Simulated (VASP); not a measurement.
Data:

```
CELL_PARAMETERS angstrom
      4.63040     0.00000     0.00000
     -2.31520     4.01005     0.00000
      0.00000     0.00000     5.29499
ATOMIC_POSITIONS crystal
  Zr 0.33333 0.66667 0.93746
  Zr 0.66667 0.33333 0.43746
  Si 0.33333 0.66667 0.43754
  Si 0.66667 0.33333 0.93754
```

These are PBE GGA, VASP's PBE PAW potentials (set 64) (plane waves; VASP) values and carry that method's errors. Settings: 400 eV cut-off, 9×9×7 Γ-centred mesh, tetrahedra with Blöchl corrections, potentials Zr_sv Si.

The cores are frozen, which limits the accuracy of field gradients.

Problem. Give the principal components of the electric field gradient (V/Å²) and the asymmetry η at each nucleus.

Solution. 
```csv
atom,Vxx,Vyy,Vzz,η
Zr1,55.6,55.6,-111.1,0.00
Zr2,55.6,55.6,-111.1,0.00
Si3,7.2,7.2,-14.3,0.00
Si4,7.2,7.2,-14.3,0.00
```

The structure was generated: ZrSi was put into the wurtzite type (P6_3mc), which need not be its known phase. It was relaxed first, which changed the volume by -32 %. The relaxed cell has space group P6_3/mmc.
